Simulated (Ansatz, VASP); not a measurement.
Two plane-wave programs on NaLa2

```
Na La
1.0
     0.00000    3.22844    3.22844
     3.22844    0.00000    3.22844
     3.22844    3.22844    0.00000
Na La
1 2
Cartesian
  0.0000 0.0000 0.0000
  1.6142 1.6142 1.6142
  4.8427 4.8427 4.8427
```

Change from the starting cell: species swapped into the LuH2 type (Fm-3m, No. 225).

Alike in both runs: task relaxation of cell and atoms; functional PBE; k mesh 6 × 6 × 6; occupations gaussian, width 0.1 eV; no spin polarisation.

|  | VASP | Ansatz |
| --- | --- | --- |
| version | VASP 6.6.1 | Ansatz 0.2.0 |
| potentials or method | VASP PAW PBE potentials, release 64 (Na_pv, La) | scalar-relativistic, plane waves, PAW |
| plane-wave cutoff (eV) | 600 | 420 |
| valence electrons in the cell | 29 | 31 |

VASP gave:

```
gap on the k mesh at the Fermi level, each at its own relaxed structure (eV) : none
relaxed volume (Å³/atom)                                                     : 40.31
relaxed cell length with the largest relative difference (Å)                 : 5.551
energy change over the relaxation (meV/atom)                                 : -962
```

Task: What did Ansatz give for the same quantities?

Result: gap on the k mesh at the Fermi level, each at its own relaxed structure (eV): none; relaxed volume (Å³/atom): 40.38; relaxed cell length with the largest relative difference (Å): 5.554; energy change over the relaxation (meV/atom): -959.

A gap of «none» marks a metal or a gap that the smearing closes. The two sets of potentials don't hold the same shells in valence.

Caveats: the volume moved by over 15 % at a fixed basis, so the end points are rough. Spin-orbit coupling is left out, which matters for the levels of La.
